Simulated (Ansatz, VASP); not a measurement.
# Na3AuO3 (Na3AuO3 (P4_2/mnm)) in two plane-wave programs, part 3 of 3

Aim: how closely do two programs agree when they are given the same cell, functional and k mesh? Of the first pair: The structure shown is the start of the Ansatz relaxation below; VASP solves that cell, so the two are compared at the walk's first step.

VASP 6.6.1 and Ansatz 0.2.0.

So far. Step 3 (VASP: single point, PBEsol, start cell, pair 1): The run ends at a pressure of 0.27 GPa, with forces up to 0.28 eV/Å.

### Step 6. VASP: single point, PBEsol, relaxed cell, pair 2

Level of this step: PBEsol; plane waves and PAW (Na_pv, Au, O) (VASP).

The same cell, functional, mesh and smearing now go to VASP, with its own data sets.

INCAR reads:

```
SYSTEM = Na3AuO3
PREC = Accurate
ENCUT = 600
EDIFF = 1E-06
NELM = 120
ISMEAR = -1
SIGMA = 0.01
LREAL = .FALSE.
ALGO = Normal
GGA = PS
NBANDS = 120
LASPH = .TRUE.
LORBIT = 11
LWAVE = .FALSE.
LCHARG = .FALSE.
ISIF = 2
GGA_COMPAT = .FALSE.
EFERMI = MIDGAP
KPAR = 4
```

POSCAR reads:

```
Na3AuO3
1.0
    9.3977395653      0.0000000000      0.0000000000
    0.0000000000      9.3977395653      0.0000000000
    0.0000000000      0.0000000000      4.5182488466
Na Au O
12 4 12
Direct
    0.1255085994      0.6216481782      0.0000000000
    0.8783518218      0.6255085994      0.5000000000
    0.3544472438      0.6455527562      0.5000000000
    0.8544472438      0.8544472438      0.0000000000
    0.3783518218      0.8744914006      0.0000000000
    0.6255085994      0.8783518218      0.5000000000
    0.3744914006      0.1216481782      0.5000000000
    0.6216481782      0.1255085994      0.0000000000
    0.1455527562      0.1455527562      0.0000000000
    0.6455527562      0.3544472438      0.5000000000
    0.1216481782      0.3744914006      0.5000000000
    0.8744914006      0.3783518218      0.0000000000
    0.6160418734      0.6160418734      0.0000000000
    0.1160418734      0.8839581266      0.5000000000
    0.8839581266      0.1160418734      0.5000000000
    0.3839581266      0.3839581266      0.0000000000
    0.3981076332      0.6018923668      0.0000000000
    0.8270874600      0.6144973237      0.0000000000
    0.1144973237      0.6729125400      0.5000000000
    0.6144973237      0.8270874600      0.0000000000
    0.3270874600      0.8855026763      0.5000000000
    0.8981076332      0.8981076332      0.5000000000
    0.1018923668      0.1018923668      0.5000000000
    0.6729125400      0.1144973237      0.5000000000
    0.3855026763      0.1729125400      0.0000000000
    0.8855026763      0.3270874600      0.5000000000
    0.1729125400      0.3855026763      0.0000000000
    0.6018923668      0.3981076332      0.0000000000
```

KPOINTS reads:

```
Automatic mesh
0
Gamma
3 3 6
0 0 0
```

Potentials, in the order of the species: Na_pv, Au and O (PBE family, release 64).

Started as:

```console
$ mpirun -np 4 vasp_std
```

The program printed:

```text
[banner, memory and clock lines left out]
running    4 mpi-ranks, on    1 nodes
[...]
[... a notice as in an earlier step ...]

 [... a notice as in an earlier step ...]

 LDA part: xc-table for (Slater+PW92), standard interpolation
 POSCAR, INCAR and KPOINTS ok, starting setup
[...]
entering main loop
       N       E                     dE             d eps       ncg     rms          rms(c)
DAV:   1     0.308284212979E+04    0.30828E+04   -0.10210E+05  2880   0.220E+03
DAV:   2     0.461136172784E+03   -0.26217E+04   -0.25382E+04  2976   0.635E+02
DAV:   3    -0.984767143224E+02   -0.55961E+03   -0.52740E+03  3184   0.260E+02
DAV:   4    -0.159964431591E+03   -0.61488E+02   -0.59934E+02  3456   0.827E+01
[...]
DAV:  15    -0.125793223524E+03   -0.31312E-05   -0.25881E-05  3512   0.235E-02    0.138E-02
DAV:  16    -0.125793226918E+03   -0.33942E-05   -0.31817E-06  2352   0.160E-02    0.932E-03
DAV:  17    -0.125793227061E+03   -0.14296E-06   -0.22635E-06  2104   0.767E-03
   1 F= -.12579323E+03 E0= -.12579323E+03  d E =0.000000E+00
```

From OUTCAR (step 6):

```text
  Total        0.6673201      0.6673201      0.1665488      0.0000000      0.0000000      0.0000000
  in kB        2.6793399      2.6793399      0.6687060      0.0000000      0.0000000      0.0000000
  external PRESSURE =       2.0091286 kB  Pullay stress =       0.0000000 kB

 POSITION                                       TOTAL-FORCE (eV/Angst)
 -----------------------------------------------------------------------------------
      1.17950      5.84209      0.00000        -0.002989      0.010472     -0.000000
      8.25452      5.87837      2.25912        -0.010472     -0.002989     -0.000000
      3.33100      6.06674      2.25912         0.014502     -0.014502      0.000000
      8.02987      8.02987      0.00000         0.014502      0.014502      0.000000
      3.55565      8.21824      0.00000        -0.010472      0.002989     -0.000000
      5.87837      8.25452      2.25912        -0.002989     -0.010472     -0.000000
      3.51937      1.14322      2.25912         0.002989      0.010472      0.000000
      5.84209      1.17950      0.00000         0.010472     -0.002989      0.000000
      1.36787      1.36787      0.00000        -0.014502     -0.014502      0.000000
      6.06674      3.33100      2.25912        -0.014502      0.014502      0.000000
      1.14322      3.51937      2.25912         0.010472      0.002989      0.000000
      8.21824      3.55565      0.00000         0.002989     -0.010472      0.000000
      5.78940      5.78940      0.00000        -0.029452     -0.029452      0.000000
      1.09053      8.30721      2.25912        -0.029452      0.029452      0.000000
[...]
-----------------------------------------------------------------------------------
    total drift:                               -0.000000      0.000000      0.000000

  FREE ENERGIE OF THE ION-ELECTRON SYSTEM (eV)
  ---------------------------------------------------
  free  energy   TOTEN  =      -125.7932270608 eV

  energy  without entropy=     -125.7932270608  energy(sigma->0) =     -125.79322706

[... 1 part as in an earlier step ...]

[... 2 further parts left out ...]
[key lines of the parts left out:]
E-fermi :   2.8720
```

The run ends at a pressure of 0.20 GPa, with forces up to 0.054 eV/Å.

### Step 7. Comparison

What differs besides the data sets and the points named for the pairs above, as far as they apply: the data sets hold 256 valence electrons in Ansatz (on its default PAW (the set named soft_2) files) and 200 in VASP; the cutoff is 420 eV in Ansatz and 600 eV in VASP; Ansatz's pressure holds a Pulay correction, VASP's none. Total energies have different zeros and are not compared.

Both answers:

| quantity | Ansatz | VASP | difference |
| --- | --- | --- | --- |
| pressure (GPa) | 0.01 | 0.20 | -0.19 |
| gap on the k mesh (eV) | 2.052 | 2.021 | +0.032 |

Forces on 7 of the 28 atoms, those with the largest forces and the largest differences (eV/Å; atoms numbered as in POSCAR):

| atom | Ansatz x, y, z | VASP x, y, z |
| --- | --- | --- |
| O19 | 0.000, 0.001, 0.000 | -0.003, -0.054, 0.000 |
| O20 | 0.000, -0.001, 0.000 | -0.003, 0.054, 0.000 |
| O21 | -0.001, 0.000, 0.000 | 0.054, 0.003, 0.000 |
| O24 | 0.001, 0.000, 0.000 | -0.054, -0.003, 0.000 |
| O25 | 0.000, 0.001, 0.000 | 0.003, -0.054, 0.000 |
| O26 | 0.000, -0.001, 0.000 | 0.003, 0.054, 0.000 |
| O27 | 0.001, 0.000, 0.000 | -0.054, 0.003, 0.000 |

The forces differ by 21 meV/Å r.m.s., where the r.m.s. force is 0.001 eV/Å in Ansatz and 0.021 eV/Å in VASP: the atoms lie near their places of rest in Ansatz, so a percentage would say little (all taken over all components). A gap on the mesh is an upper bound, since the band edges may lie between its points; neither run holds spin-orbit coupling, which can move the band edges of a compound of Au.

### Step 8. Outcome

- r.m.s. force difference (single point, PBEsol, start cell, pair 1): 21 meV/Å
- r.m.s. force difference (single point, PBEsol, relaxed cell, pair 2): 21 meV/Å

**Reading.** The r.m.s. force difference is 21 meV/Å (single point, PBEsol, start cell, pair 1), beyond the 12 meV/Å picked in this series as the mark of a large difference. The data sets hold unlike numbers of valence electrons (256 in Ansatz and 200 in VASP), so part of the differences may come from the potentials. What causes the difference of the single point, PBEsol, start cell, pair 1 pair stays open here. What causes the difference of the single point, PBEsol, relaxed cell, pair 2 pair stays open here. Such differences can come from data sets, numerical settings and the points named under the comparisons, not from the functional's error against experiment.

[Lines on the potential files, build, host, timing and source positions are cut from VASP's logs without a mark.]

[Logs are printed without paths, hosts, clocks, repeated set-up lines and the standing remarks that a program may print on its own settings, such as how far it seeks lower states.]

[Hosts, paths, dates, database ids (printed as entryN), source tags and the programs' standing remarks are cut or masked in the printed files.]
